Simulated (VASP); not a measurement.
Data:

```
CELL_PARAMETERS angstrom
      4.25773     0.00000     0.00000
      0.00000     4.25773     0.00000
      0.00000     0.00000     2.69786
ATOMIC_POSITIONS crystal
  Si 0.00000 0.00000 0.00000
  Si 0.50000 0.50000 0.50000
  O  0.30729 0.30729 0.00000
  O  0.80729 0.19271 0.50000
  O  0.19271 0.80729 0.50000
  O  0.69271 0.69271 0.00000
```

Method: revPBE GGA, VASP's PBE PAW potentials (set 64) (plane waves; VASP). Settings: 520 eV cut-off, Gaussian smearing of 0.050 eV, potentials Si O.

### Question
Estimate the band gap (along the path) with the smallest direct gap where there is one.

### Answer

```
Item                                    Value
------------------------------------  -------
band gap (along the path)             4.89 eV
smallest direct gap (along the path)  4.89 eV
```

Total energies compare only between runs with the same potentials, cut-off and functional.

The compound is SiO2 in the rutile structure, stishovite, a high-pressure form. It was relaxed first.
